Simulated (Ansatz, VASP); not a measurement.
## Ca2Cu5: VASP beside Ansatz

```xyz
7
Lattice="0.0000 4.4822 4.4822 4.4822 0.0000 4.4822 4.4822 4.4822 0.0000" Properties=species:S:1:pos:R:3 pbc="T T T"
Ca    2.2411    2.2411    2.2411
Ca    6.7234    6.7234    6.7234
Cu    3.6645    3.6645    3.6645
Cu    5.3000    5.3000    3.6645
Cu    5.3000    3.6645    5.3000
Cu    3.6645    5.3000    5.3000
Cu    0.0000    0.0000    0.0000
```

Alike in both runs: functional PBE; k mesh 4 × 4 × 4; occupations gaussian, width 0.1 eV; no spin polarisation.

Ansatz relaxed the structure, and its values are those at the end. VASP's run is a single point on that final structure, the one shown.

```csv
,VASP,Ansatz
version,VASP 6.6.1,Ansatz 0.2.0
potentials or method,"VASP PAW PBE potentials, release 64 (Ca_sv, Cu)","scalar-relativistic, plane waves, PAW"
plane-wave cutoff (eV),520,420
valence electrons in the cell,75,115
```

Ansatz gave:

| Property | Result |
| --- | --- |
| gap on the k mesh at the Fermi level (eV) | none |
| pressure (GPa) | -0.1 |
| rms of the force components (eV/Å) | 0.003 |

Task: Which values does VASP return?

Result: gap on the k mesh at the Fermi level (eV): none; pressure (GPa): 0.1; rms of the force components (eV/Å): 0.003.

A gap of «none» marks a metal or a gap that the smearing closes. With one functional, cell and mesh, what is left measures potentials, basis and numerics. The two sets of potentials don't hold the same shells in valence.
